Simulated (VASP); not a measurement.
OSZICAR of a VASP run on Ge (relaxed from the black-P structure, space group Cmce):

OSZICAR:
```
       N       E                     dE             d eps       ncg     rms          rms(c)
DAV:   1     0.408667206152E+03    0.40867E+03   -0.25709E+04  4728   0.433E+03
DAV:   2     0.146584654994E+02   -0.39401E+03   -0.38850E+03  4240   0.764E+02
DAV:   3    -0.558198694626E+02   -0.70478E+02   -0.69880E+02  4858   0.203E+02
DAV:   4    -0.592796028175E+02   -0.34597E+01   -0.34303E+01  4759   0.534E+01
DAV:   5    -0.593471691122E+02   -0.67566E-01   -0.67555E-01  4927   0.832E+00    0.345E+00
DAV:   6    -0.540691112601E+02    0.52781E+01   -0.72389E-01  4964   0.132E+01    0.190E+00
DAV:   7    -0.524277000793E+02    0.16414E+01   -0.92493E-01  4535   0.834E+00    0.753E-01
DAV:   8    -0.538600522047E+02   -0.14324E+01   -0.48153E-01  4295   0.456E+00    0.427E-01
DAV:   9    -0.539176112710E+02   -0.57559E-01   -0.48684E-02  4996   0.143E+00    0.134E-01
DAV:  10    -0.539404039236E+02   -0.22793E-01   -0.46026E-02  4403   0.188E+00    0.975E-02
DAV:  11    -0.539484050913E+02   -0.80012E-02   -0.61355E-03  4410   0.482E-01    0.612E-02
DAV:  12    -0.539493218948E+02   -0.91680E-03   -0.10151E-03  4684   0.240E-01    0.278E-02
DAV:  13    -0.539509000279E+02   -0.15781E-02   -0.13840E-03  4312   0.256E-01    0.107E-02
DAV:  14    -0.539510322931E+02   -0.13227E-03   -0.17222E-04  4302   0.103E-01    0.665E-03
DAV:  15    -0.539510913618E+02   -0.59069E-04   -0.28655E-05  3683   0.374E-02    0.291E-03
DAV:  16    -0.539510994232E+02   -0.80613E-05   -0.59335E-06  3393   0.239E-02    0.844E-04
DAV:  17    -0.539511065822E+02   -0.71590E-05   -0.38448E-06  3370   0.150E-02    0.651E-04
DAV:  18    -0.539511075238E+02   -0.94167E-06   -0.18588E-07  2542   0.449E-03
   1 F= -.53951108E+02 E0= -.53951498E+02  d E =-.539511E+02
       N       E                     dE             d eps       ncg     rms          rms(c)
DAV:   1    -0.539791745153E+02   -0.28068E-01   -0.58890E-01  4846   0.584E+00    0.102E+00
DAV:   2    -0.539638290136E+02    0.15346E-01   -0.43880E-02  4922   0.362E+00    0.639E-01
DAV:   3    -0.539537053915E+02    0.10124E-01   -0.15619E-02  6770   0.228E+00    0.598E-02
DAV:   4    -0.539543007988E+02   -0.59541E-03   -0.64096E-03  4488   0.943E-01    0.451E-02
DAV:   5    -0.539540817722E+02    0.21903E-03   -0.72047E-04  4319   0.216E-01    0.196E-02
DAV:   6    -0.539543732167E+02   -0.29144E-03   -0.36564E-04  4356   0.107E-01    0.579E-03
DAV:   7    -0.539544188167E+02   -0.45600E-04   -0.47396E-05  4157   0.456E-02    0.415E-03
DAV:   8    -0.539544204984E+02   -0.16816E-05   -0.96324E-06  3550   0.319E-02    0.114E-03
DAV:   9    -0.539544238356E+02   -0.33373E-05   -0.29027E-06  3251   0.129E-02    0.583E-04
DAV:  10    -0.539544240217E+02   -0.18604E-06   -0.79254E-07  2857   0.759E-03
   2 F= -.53954424E+02 E0= -.53954710E+02  d E =-.331650E-02
       N       E                     dE             d eps       ncg     rms          rms(c)
DAV:   1    -0.539576191932E+02   -0.31954E-02   -0.70157E-02  4837   0.201E+00    0.352E-01
DAV:   2    -0.539557867151E+02    0.18325E-02   -0.51796E-03  5033   0.132E+00    0.221E-01
DAV:   3    -0.539545718003E+02    0.12149E-02   -0.18200E-03  6854   0.816E-01    0.207E-02
DAV:   4    -0.539546467826E+02   -0.74982E-04   -0.78959E-04  4453   0.333E-01    0.157E-02
DAV:   5    -0.539546154024E+02    0.31380E-04   -0.84214E-05  4325   0.756E-02    0.686E-03
DAV:   6    -0.539546533764E+02   -0.37974E-04   -0.45940E-05  3887   0.400E-02    0.196E-03
DAV:   7    -0.539546614001E+02   -0.80237E-05   -0.65400E-06  3319   0.185E-02    0.134E-03
DAV:   8    -0.539546612762E+02    0.12398E-06   -0.14099E-06  3070   0.127E-02
   3 F= -.53954661E+02 E0= -.53954890E+02  d E =-.355375E-02
       N       E                     dE             d eps       ncg     rms          rms(c)
DAV:   1    -0.539572588681E+02   -0.25975E-02   -0.46328E-02  4932   0.234E+00    0.304E-01
DAV:   2    -0.539556861694E+02    0.15727E-02   -0.46970E-03  4975   0.121E+00    0.180E-01
DAV:   3    -0.539548385721E+02    0.84760E-03   -0.17031E-03  5422   0.650E-01    0.230E-02
DAV:   4    -0.539548632095E+02   -0.24637E-04   -0.60041E-04  4663   0.317E-01    0.138E-02
DAV:   5    -0.539548415143E+02    0.21695E-04   -0.85190E-05  4274   0.833E-02    0.662E-03
DAV:   6    -0.539548743183E+02   -0.32804E-04   -0.21667E-05  4279   0.316E-02    0.265E-03
DAV:   7    -0.539548734377E+02    0.88059E-06   -0.20361E-06  3881   0.123E-02
   4 F= -.53954873E+02 E0= -.53955077E+02  d E =-.212162E-03
```

Question: Which electronic solver shows in the log?

Answer: It is blocked Davidson (ALGO = Normal, or the opening steps of other solvers). The INCAR had ALGO = Normal.

Question: Can the final energy be trusted as converged?

Answer: The calculation finished and met its thresholds. It stopped with EDIFF = 1E-6, NELM = 100, NSW = 60 and EDIFFG = -0.02 after 4 ionic steps (r2SCAN meta-GGA, plane waves, VASP's PBE PAW potentials (set 64)).

The structure was generated: Ge was put into the black-P type (Cmce), which need not be its known phase. This run relaxes it. Symmetry was kept, so distortions that lower it aren't found. The start is the result of an earlier pass.
